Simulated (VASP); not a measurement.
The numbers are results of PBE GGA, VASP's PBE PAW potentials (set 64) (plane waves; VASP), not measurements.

VASP ran on this input.

File POSCAR:
```
In
1
   -1.4451285055     1.4451285055     2.1492010719
    1.4451285055    -1.4451285055     2.1492010719
    1.4451285055     1.4451285055    -2.1492010719
In
1
Direct
  0.0000000000   0.0000000000   0.0000000000
```

**KPOINTS**
```
kpoints
0
Gamma
18 18 18
0 0 0
```

INCAR:
```
SYSTEM = In
PREC = Accurate
ENCUT = 500
EDIFF = 1E-6
NELM = 100
ALGO = Normal
LREAL = .FALSE.
LASPH = .TRUE.
ISMEAR = 1
SIGMA = 0.1
GGA = PE
LMAXMIX = 4
LWAVE = .FALSE.
LCHARG = .FALSE.
IBRION = 2
ISIF = 3
NSW = 40
EDIFFG = -0.02
PSTRESS = 450
```

POTCAR, in this order: In_d (PBE.64 set). Program: vasp_std.

The resulting files:

OSZICAR:
```
       N       E                     dE             d eps       ncg     rms          rms(c)
DAV:   1     0.688164027285E+02    0.68816E+02   -0.64986E+03  9680   0.182E+03
DAV:   2     0.428403304708E+00   -0.68388E+02   -0.67148E+02  9748   0.291E+02
DAV:   3    -0.172770435371E+01   -0.21561E+01   -0.21444E+01 11148   0.620E+01
DAV:   4    -0.177041959340E+01   -0.42715E-01   -0.42701E-01 12012   0.801E+00
DAV:   5    -0.177210407129E+01   -0.16845E-02   -0.16844E-02 11662   0.136E+00    0.521E+00
DAV:   6    -0.170804965790E+01    0.64054E-01   -0.86358E-02 11226   0.798E+00    0.257E+00
DAV:   7    -0.168930816802E+01    0.18741E-01   -0.28348E-02 14290   0.435E+00    0.481E-01
DAV:   8    -0.168768751505E+01    0.16207E-02   -0.16359E-03 10752   0.855E-01    0.660E-02
DAV:   9    -0.168768436912E+01    0.31459E-05   -0.22348E-05 13570   0.749E-02    0.198E-02
DAV:  10    -0.168768643315E+01   -0.20640E-05   -0.28845E-06  9838   0.373E-02    0.395E-03
DAV:  11    -0.168768599321E+01    0.43994E-06   -0.19121E-07  5602   0.618E-03
   1 F= 0.33548837E+01 E0= 0.33549204E+01  d E =0.335488E+01
       N       E                     dE             d eps       ncg     rms          rms(c)
DAV:   1    -0.168576004783E+01    0.19264E-02   -0.18521E-02 11016   0.167E+00    0.125E-01
DAV:   2    -0.168543539091E+01    0.32466E-03   -0.37124E-04 14308   0.484E-01    0.778E-02
DAV:   3    -0.168526110181E+01    0.17429E-03   -0.19887E-04 12910   0.457E-01    0.195E-02
DAV:   4    -0.168526265492E+01   -0.15531E-05   -0.23142E-05 11114   0.679E-02    0.175E-02
DAV:   5    -0.168526290288E+01   -0.24796E-06   -0.86110E-07  5314   0.207E-02
   2 F= 0.33547971E+01 E0= 0.33548234E+01  d E =-.866002E-04
       N       E                     dE             d eps       ncg     rms          rms(c)
DAV:   1    -0.168344497782E+01    0.18177E-02   -0.14373E-02 11030   0.147E+00    0.109E-01
DAV:   2    -0.168319474946E+01    0.25023E-03   -0.28599E-04 14214   0.425E-01    0.677E-02
DAV:   3    -0.168306113882E+01    0.13361E-03   -0.15357E-04 12928   0.400E-01    0.173E-02
DAV:   4    -0.168306235404E+01   -0.12152E-05   -0.17776E-05 11018   0.599E-02    0.153E-02
DAV:   5    -0.168306258144E+01   -0.22741E-06   -0.65223E-07  5118   0.181E-02
   3 F= 0.33547635E+01 E0= 0.33547933E+01  d E =-.120216E-03
       N       E                     dE             d eps       ncg     rms          rms(c)
DAV:   1    -0.169354750847E+01   -0.10485E-01   -0.20726E-02 10814   0.323E+00    0.172E-01
DAV:   2    -0.169295839206E+01    0.58912E-03   -0.12991E-03 11178   0.939E-01    0.682E-02
DAV:   3    -0.169282943075E+01    0.12896E-03   -0.27357E-04 13804   0.459E-01    0.266E-02
DAV:   4    -0.169281571892E+01    0.13712E-04   -0.20586E-05 11094   0.992E-02    0.812E-03
DAV:   5    -0.169281552627E+01    0.19265E-06   -0.20682E-06  7934   0.221E-02
   4 F= 0.33547233E+01 E0= 0.33547573E+01  d E =-.401725E-04
```

### OUTCAR
```
------------------------ aborting loop because EDIFF is reached ----------------------------------------
  FORCE on cell =-STRESS in cart. coord.  units (eV):
  Direction    XX          YY          ZZ          XY          YZ          ZX
  --------------------------------------------------------------------------------------
  Total        5.0277355      5.0277355      5.0485754      0.0000000      0.0000000      0.0000000
  in kB      448.2344907    448.2344907    450.0924134      0.0000000      0.0000000      0.0000000
  external PRESSURE =      -1.1462017 kB  Pullay stress =     450.0000000 kB
  volume of cell :       17.97
      direct lattice vectors                 reciprocal lattice vectors
    -1.442010949  1.442010949  2.160631124     0.000000000  0.346738005  0.231413865
     1.442010949 -1.442010949  2.160631124     0.346738005  0.000000000  0.231413865
     1.442010949  1.442010949 -2.160631124     0.346738005  0.346738005  0.000000000
 POSITION                                       TOTAL-FORCE (eV/Angst)
 -----------------------------------------------------------------------------------
      1.44201     -1.44201      2.16063        -0.000000      0.000000     -0.000000
 -----------------------------------------------------------------------------------
    total drift:                                0.000000     -0.000000      0.000000
  FREE ENERGIE OF THE ION-ELECTRON SYSTEM (eV)
  ---------------------------------------------------
  free  energy   TOTEN  =        -1.6928155263 eV

  energy  without entropy=       -1.6927134358  energy(sigma->0) =       -1.69278150
  enthalpy is  TOTEN    =         3.3547232794 eV   P V=        5.0475388057

 reached required accuracy - stopping structural energy minimisation
```
(Selected blocks of OUTCAR.)

CONTCAR:
```
In
   1.00000000000000
    -1.4420109492247011    1.4420109492247011    2.1606311237761595
     1.4420109492247011   -1.4420109492247011    2.1606311237761595
     1.4420109492247011    1.4420109492247011   -2.1606311237761595
  In
     1
Direct
     0.0000000000000000    1.0000000000000000    0.0000000000000000
```

**OUTCAR**
```
 val. band max:       13.0162747575   @ k =   0.5000   0.2222   0.0556

 cond. band min:      13.0226766102   @ k =   0.2222   0.2222   0.2222


 Fermi energy:        13.0200246759

 k-point     1 :       0.0000    0.0000    0.0000
  band No.  band energies     occupation
      1      -2.7822      2.00000
      2      -2.5817      2.00000
      3      -2.5817      2.00000
      4      -2.2988      2.00000
      5      -2.1040      2.00000
      6       0.0602      2.00000
      7      24.7528      0.00000
      8      26.6738      0.00000
      9      26.7017      0.00000
     10      26.7017      0.00000

 k-point     2 :       0.0556    0.0000    0.0000
  band No.  band energies     occupation
      1      -2.7721      2.00000
      2      -2.5834      2.00000
      3      -2.5690      2.00000
      4      -2.2989      2.00000
      5      -2.1094      2.00000
      6       0.1508      2.00000
      7      24.4890      0.00000
      8      25.7751      0.00000
      9      26.5471      0.00000
     10      26.6043      0.00000

 k-point     3 :       0.1111    0.0000    0.0000
  band No.  band energies     occupation
      1      -2.7519      2.00000
      2      -2.5887      2.00000
      3      -2.5349      2.00000
      4      -2.2927      2.00000
      5      -2.1218      2.00000
      6       0.4273      2.00000
      7      22.8257      0.00000
      8      25.2621      0.00000
      9      26.2114      0.00000
     10      26.3613      0.00000

 k-point     4 :       0.1667   -0.0000    0.0000
  band No.  band energies     occupation
      1      -2.7485      2.00000
      2      -2.5971      2.00000
      3      -2.4934      2.00000
      4      -2.2617      2.00000
      5      -2.1290      2.00000
      6       0.8989      2.00000
      7      20.5238      0.00000
      8      25.0970      0.00000
      9      25.8374      0.00000
     10      26.0560      0.00000

 k-point     5 :       0.2222   -0.0000    0.0000
...
```

Unless said otherwise, spin-orbit coupling is left out, though it shifts the bands of the heavy elements here.

The compound is In in the bct structure. This run relaxes it under an external pressure of 45 GPa. Symmetry was kept, so distortions that lower it aren't found.
